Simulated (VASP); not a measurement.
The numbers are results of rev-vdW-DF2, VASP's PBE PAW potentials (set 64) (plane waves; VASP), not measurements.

VASP input:

### KPOINTS
```
Automatic mesh
0
Gamma
15 15 15
0 0 0
```

INCAR:
```
SYSTEM  =  Ag
PREC  =  Accurate; ENCUT  =  520; LREAL  =  .FALSE.
LASPH  =  .TRUE.
EDIFF  =  1E-7; NELM  =  100; ALGO  =  Normal
LMAXMIX  =  4
ISMEAR  =  1; SIGMA  =  0.1
GGA  =  MK; LUSE_VDW  =  .TRUE.; AGGAC  =  0.0
PARAM1  =  0.1234568; PARAM2  =  0.7114; ZAB_VDW  =  -1.8867
ISIF  =  2
LWAVE  =  .FALSE.; LCHARG  =  .FALSE.
```

### POSCAR
```
Ag
1
    0.0000000000     2.0059020167     2.0059020167
    2.0059020167     0.0000000000     2.0059020167
    2.0059020167     2.0059020167     0.0000000000
Ag
1
Direct
  0.0000000000   0.0000000000   0.0000000000
```

POTCAR, in this order: Ag (PBE.64 set). Program: vasp_std.

The resulting files:

### OSZICAR
```
       N       E                     dE             d eps       ncg     rms          rms(c)
DAV:   1     0.469624093148E+02    0.46962E+02   -0.58101E+03  2232   0.111E+03
DAV:   2     0.297819198661E-01   -0.46933E+02   -0.44955E+02  2224   0.211E+02
DAV:   3    -0.347761816151E+00   -0.37754E+00   -0.37746E+00  2569   0.227E+01
DAV:   4    -0.348546577671E+00   -0.78476E-03   -0.78475E-03  2498   0.966E-01
DAV:   5    -0.348550681250E+00   -0.41036E-05   -0.41020E-05  2340   0.634E-02    0.612E+00
DAV:   6    -0.558790628554E-01    0.29267E+00   -0.13219E+00  2192   0.126E+01    0.373E+00
DAV:   7    -0.438469663300E-01    0.12032E-01   -0.15270E-02  2355   0.136E+00    0.203E+00
DAV:   8    -0.396974627095E-01    0.41495E-02   -0.76758E-04  2230   0.295E-01    0.866E-02
DAV:   9    -0.397077401617E-01   -0.10277E-04   -0.70085E-06  2504   0.246E-02    0.119E-02
DAV:  10    -0.397124868221E-01   -0.47467E-05   -0.36390E-06  2381   0.229E-02    0.441E-03
DAV:  11    -0.397122884804E-01    0.19834E-06   -0.70816E-08  1791   0.285E-03    0.451E-04
DAV:  12    -0.397122574079E-01    0.31072E-07   -0.71393E-09  1132   0.972E-04
   1 F= -.39712257E-01 E0= -.39616122E-01  d E =-.288405E-03
```

**OUTCAR**
```
------------------------ aborting loop because EDIFF is reached ----------------------------------------
  FORCE on cell =-STRESS in cart. coord.  units (eV):
  Direction    XX          YY          ZZ          XY          YZ          ZX
  --------------------------------------------------------------------------------------
  Total        0.7781241      0.7781241      0.7781241      0.0000000      0.0000000     -0.0000000
  in kB       77.2325350     77.2325350     77.2325350      0.0000000      0.0000000     -0.0000000
  external PRESSURE =      77.2325350 kB  Pullay stress =       0.0000000 kB
  volume of cell :       16.14
      direct lattice vectors                 reciprocal lattice vectors
     0.000000000  2.005902017  2.005902017    -0.249264419  0.249264419  0.249264419
     2.005902017  0.000000000  2.005902017     0.249264419 -0.249264419  0.249264419
     2.005902017  2.005902017  0.000000000     0.249264419  0.249264419 -0.249264419
 POSITION                                       TOTAL-FORCE (eV/Angst)
 -----------------------------------------------------------------------------------
      0.00000      0.00000      0.00000         0.000000     -0.000000      0.000000
 -----------------------------------------------------------------------------------
    total drift:                               -0.000000     -0.000000     -0.000000
  FREE ENERGIE OF THE ION-ELECTRON SYSTEM (eV)
  ---------------------------------------------------
  free  energy   TOTEN  =        -0.0397122574 eV

  energy  without entropy=       -0.0394238522  energy(sigma->0) =       -0.03961612
```
(Selected blocks of OUTCAR.)

The compound is Ag in the fcc structure. This cell is one point of a volume scan, at 0.94 of the reference volume.
